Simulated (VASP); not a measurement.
```
SrTe
1.0
    0.00000     3.33000     3.33000
    3.33000     0.00000     3.33000
    3.33000     3.33000     0.00000
Sr Te
1 1
Cartesian
  0.00000   0.00000   0.00000
  3.33000   3.33000   3.33000
```

Level of theory: revTPSS meta-GGA, VASP's PBE PAW potentials (set 64) (plane waves; VASP). Run with 520 eV cut-off, 6×6×6 Γ-centred mesh, Gaussian smearing of 0.050 eV, potentials Sr_sv Te.

Problem. The ions, cell shape and volume are relaxed. Predict the relaxed structure.

Solution. 
```
SrTe
1.0
    0.00000     3.34793     3.34793
    3.34793     0.00000     3.34793
    3.34793     3.34793     0.00000
Sr Te
1 1
Cartesian
  0.00000   0.00000   0.00000
  3.34793   3.34793   3.34793
```
Space group Fm-3m (225), at a tolerance of 0.03 Å.

Problem. How do energy and volume change from the first to the last step?

Solution. The energy (σ→0) changes by -1.0 meV/atom and the volume by +1.6 %, in 3 ionic steps.

The compound is SrTe in the rock salt structure. This run relaxes it. Symmetry was kept, so distortions that lower it aren't found.
